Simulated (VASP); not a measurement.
FeSi (B20) relaxed at rising pressure, in one space group throughout; other phases were not tried. The pressures are those reached. Calculation: PBE GGA, VASP's PBE PAW potentials (set 64) (plane waves; VASP).

```
P (GPa)  V (Å³/atom)  k-mesh
-------  -----------  ------
0.13          10.992   5×5×5
5.08          10.764   5×5×5
10.08         10.554   5×5×5
20.03         10.196   5×5×5
29.96          9.893   5×5×5
```

Fit an equation of state and predict the volume at 45.21 GPa.

Least squares on the third-order Birch-Murnaghan form, P = (3B0/2)(y⁷ − y⁵)[1 + (3/4)(B′ − 4)(y² − 1)] with y = (V0/V)^(1/3), gives V0 = 10.999 Å³/atom, B0 = 223 GPa and B′ = 4.5, and so 9.504 Å³/atom. The run gave 9.506 Å³/atom, +0.0 % from the fit.

Pressures at which the relaxation failed are left out.

The compound is FeSi in the B20 structure. The run is not spin-polarised, so no magnetic state was tried.
